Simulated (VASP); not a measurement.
MoS2:

```
CELL_PARAMETERS angstrom
3.14878 0.00000 0.00000
-1.57439 2.72692 0.00000
0.00000 0.00000 12.08852
ATOMIC_POSITIONS crystal
Mo 0.33333 0.66667 0.25000
Mo 0.66667 0.33333 0.75000
S 0.33333 0.66667 0.62053
S 0.66667 0.33333 0.12053
S 0.33333 0.66667 0.87947
S 0.66667 0.33333 0.37947
```

Base run:

| Quantity | Value |
| --- | --- |
| Program | VASP 6.6.1 |
| Functional | HSE06 |
| Potentials or basis | VASP PAW PBE potentials, release 64 (Mo_sv, S) |
| Cutoff | 520 eV |
| k mesh | 6 × 6 × 2 |
| Occupations | gaussian, width 0.03 eV |
| Spin | no spin polarisation |

Its results: band gap on the k mesh 1.36 eV, indirect (least direct gap 2.19 eV); pressure -0.9 GPa.

**Question.** The run is repeated on the same cell with these changes: functional from HSE06 to PBE. What comes out?

**Answer.** Band gap on the k mesh 0.80 eV, indirect (least direct gap 1.70 eV); pressure 4.1 GPa.

HSE06 gives the wider gap, since exact exchange removes part of the self-interaction.

Caveats: this functional lacks dispersion, which binds the layers, so the pressure and a relaxed spacing across them are unreliable; the PAW data sets were made with another functional, which shifts forces and pressure a little (some runs).

A k mesh can miss the band edges.
